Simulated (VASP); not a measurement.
Wanted: the native input for a VASP 6.6.1 run.

- Task: relaxation of cell and atoms
- Functional: PBE
- Potentials or basis: VASP PAW PBE potentials, release 64 (B, As)
- Cutoff: 520 eV
- k mesh: 12 × 12 × 12
- Occupations: gaussian, width 1 eV
- Spin: no spin polarisation
- Further INCAR settings: ALGO = Normal; EDIFF = 1e-07; IBRION = 2; EDIFFG = -0.002; NSW = 80; ISIF = 3

The structure of BAs lies in POSCAR:

```
BAs                                     
1.0
   -0.0000000000      2.4081725678      2.4081725678
    2.4081725678      0.0000000000      2.4081725678
    2.4081725678      2.4081725678     -0.0000000000
  B               As            
     1     1
Direct
     0.0000000000000000    0.0000000000000000    0.0000000000000000
     0.2500000000000000    0.2500000000000000    0.2500000000000000
```

These files were run (other wordings do the same):

INCAR

```
  PREC = Accurate
  ENCUT = 520
  EDIFF = 1E-7
  ISMEAR = 0
  SIGMA = 1.0
  LREAL = F
  LASPH = T
  NELM = 80
  ALGO = Normal
  ISIF = 3
  LWAVE = F
  LCHARG = F
  GGA = PE
  IBRION = 2
  NSW = 80
  EDIFFG = -0.002
```

KPOINTS

```
regular mesh
0
Gamma
  12 12 12
```

Potentials or basis: VASP PAW PBE potentials, release 64 (B, As).

Run with:

```console
$ cat potpaw_PBE.64/B/POTCAR potpaw_PBE.64/As/POTCAR > POTCAR
$ mpirun -np 1 vasp_std > vasp.out
```

It gave:

| Quantity | Value |
| --- | --- |
| Pressure after relaxing | 0.0 GPa |
| Band gap on the k mesh | 1.21 eV, indirect (least direct gap 3.25 eV) |

Caveat: the relaxation stopped at its first step, so nothing moved.

It took 17 s on 1 thread of Intel(R) Xeon(R) Platinum 8488C (Sapphire Rapids), with other jobs on the host, peak memory 0.16 GiB.
